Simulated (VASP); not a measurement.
These are revPBE GGA, VASP's PBE PAW potentials (set 64) (plane waves; VASP) values and carry that method's errors.

VASP ran on this input.

INCAR:
```
! general
SYSTEM = LiCl
PREC   = Accurate
ENCUT  = 520
LREAL  = .False.
LASPH  = .True.

! electronic loop
EDIFF  = 1E-6
NELM   = 100
ALGO   = Normal

! smearing
ISMEAR = 0
SIGMA  = 0.05

! functional
GGA    = RE

! ions
IBRION = 2
NSW    = 60
ISIF   = 3
EDIFFG = -0.01

! output
LWAVE  = .False.
LCHARG = .False.
```

File POSCAR:
```
LiCl
1
    0.0000000000     2.5700000000     2.5700000000
    2.5700000000     0.0000000000     2.5700000000
    2.5700000000     2.5700000000     0.0000000000
Li Cl
1 1
Direct
  0.0000000000   0.0000000000   0.0000000000
  0.5000000000   0.5000000000   0.5000000000
```

File KPOINTS:
```
Automatic mesh
0
Gamma
8 8 8
0 0 0
```

POTCAR, in this order: Li_sv Cl (PBE.64 set). Program: vasp_std.

The run wrote:

### OSZICAR
```
       N       E                     dE             d eps       ncg     rms          rms(c)
DAV:   1     0.463495462469E+02    0.46350E+02   -0.42801E+03   522   0.102E+03
DAV:   2    -0.489449846391E+01   -0.51244E+02   -0.49535E+02   720   0.163E+02
DAV:   3    -0.700650772931E+01   -0.21120E+01   -0.21102E+01   631   0.399E+01
DAV:   4    -0.706630356111E+01   -0.59796E-01   -0.59702E-01   801   0.629E+00
DAV:   5    -0.706676654116E+01   -0.46298E-03   -0.46297E-03   699   0.548E-01    0.258E+00
DAV:   6    -0.699796182647E+01    0.68805E-01   -0.17943E-01   583   0.258E+00    0.192E+00
DAV:   7    -0.700576596245E+01   -0.78041E-02   -0.68857E-02   708   0.180E+00    0.102E+00
DAV:   8    -0.701286569393E+01   -0.70997E-02   -0.13322E-02   561   0.101E+00    0.146E-01
DAV:   9    -0.701289963830E+01   -0.33944E-04   -0.36189E-04   728   0.169E-01    0.527E-02
DAV:  10    -0.701303997141E+01   -0.14033E-03   -0.27316E-04   549   0.150E-01    0.261E-02
DAV:  11    -0.701305124095E+01   -0.11270E-04   -0.79421E-06   775   0.282E-02    0.500E-03
DAV:  12    -0.701305394838E+01   -0.27074E-05   -0.82537E-07   551   0.876E-03    0.278E-03
DAV:  13    -0.701305363693E+01    0.31145E-06   -0.18085E-07   317   0.423E-03
   1 F= -.70130536E+01 E0= -.70130536E+01  d E =-.701305E+01
       N       E                     dE             d eps       ncg     rms          rms(c)
DAV:   1    -0.705558448334E+01   -0.42531E-01   -0.70075E-01   522   0.621E+00    0.124E+00
DAV:   2    -0.702478178321E+01    0.30803E-01   -0.81548E-02   666   0.203E+00    0.441E-01
DAV:   3    -0.702073899041E+01    0.40428E-02   -0.16307E-02   541   0.821E-01    0.275E-01
DAV:   4    -0.702060292710E+01    0.13606E-03   -0.43664E-04   872   0.202E-01    0.545E-02
DAV:   5    -0.702057933160E+01    0.23596E-04   -0.61727E-05   659   0.709E-02    0.183E-02
DAV:   6    -0.702058481381E+01   -0.54822E-05   -0.26657E-06   603   0.207E-02    0.483E-03
DAV:   7    -0.702058442967E+01    0.38414E-06   -0.40442E-07   281   0.648E-03
   2 F= -.70205844E+01 E0= -.70205844E+01  d E =-.753079E-02
       N       E                     dE             d eps       ncg     rms          rms(c)
DAV:   1    -0.707101750116E+01   -0.50433E-01   -0.94872E-01   522   0.717E+00    0.144E+00
DAV:   2    -0.702876436993E+01    0.42253E-01   -0.11297E-01   665   0.237E+00    0.509E-01
DAV:   3    -0.702339814888E+01    0.53662E-02   -0.21898E-02   541   0.948E-01    0.317E-01
DAV:   4    -0.702323983807E+01    0.15831E-03   -0.60024E-04   856   0.239E-01    0.622E-02
DAV:   5    -0.702321223575E+01    0.27602E-04   -0.84183E-05   667   0.835E-02    0.209E-02
DAV:   6    -0.702321871171E+01   -0.64760E-05   -0.34541E-06   596   0.236E-02    0.581E-03
DAV:   7    -0.702321852500E+01    0.18670E-06   -0.65552E-07   317   0.793E-03
   3 F= -.70232185E+01 E0= -.70232185E+01  d E =-.101649E-01
```

**OUTCAR**
```
------------------------ aborting loop because EDIFF is reached ----------------------------------------
  FORCE on cell =-STRESS in cart. coord.  units (eV):
  Direction    XX          YY          ZZ          XY          YZ          ZX
  --------------------------------------------------------------------------------------
  Total       -0.0165788     -0.0165788     -0.0165788      0.0000000      0.0000000     -0.0000000
  in kB       -0.7381871     -0.7381871     -0.7381871      0.0000000      0.0000000     -0.0000000
  external PRESSURE =      -0.7381871 kB  Pullay stress =       0.0000000 kB
  volume of cell :       35.98
      direct lattice vectors                 reciprocal lattice vectors
     0.000000000  2.620326529  2.620326529    -0.190815913  0.190815913  0.190815913
     2.620326529 -0.000000000  2.620326529     0.190815913 -0.190815913  0.190815913
     2.620326529  2.620326529 -0.000000000     0.190815913  0.190815913 -0.190815913
  FREE ENERGIE OF THE ION-ELECTRON SYSTEM (eV)
  ---------------------------------------------------
  free  energy   TOTEN  =        -7.0232185250 eV

  energy  without entropy=       -7.0232185250  energy(sigma->0) =       -7.02321853

 reached required accuracy - stopping structural energy minimisation
```
(Selected blocks of OUTCAR.)

### CONTCAR
```
LiCl
   1.00000000000000
     0.0000000000000000    2.6203265292970435    2.6203265292970435
     2.6203265292970435   -0.0000000000000000    2.6203265292970435
     2.6203265292970435    2.6203265292970435   -0.0000000000000000
  Li              Cl
     1     1
Direct
     0.0000000000000000    0.0000000000000000    0.0000000000000000
     0.5000000000000000    0.5000000000000000    0.5000000000000000
```

Energy and stress use the plane-wave basis of the starting cell.

The compound is LiCl in the rock salt structure. This run relaxes it. Symmetry was kept, so distortions that lower it aren't found.
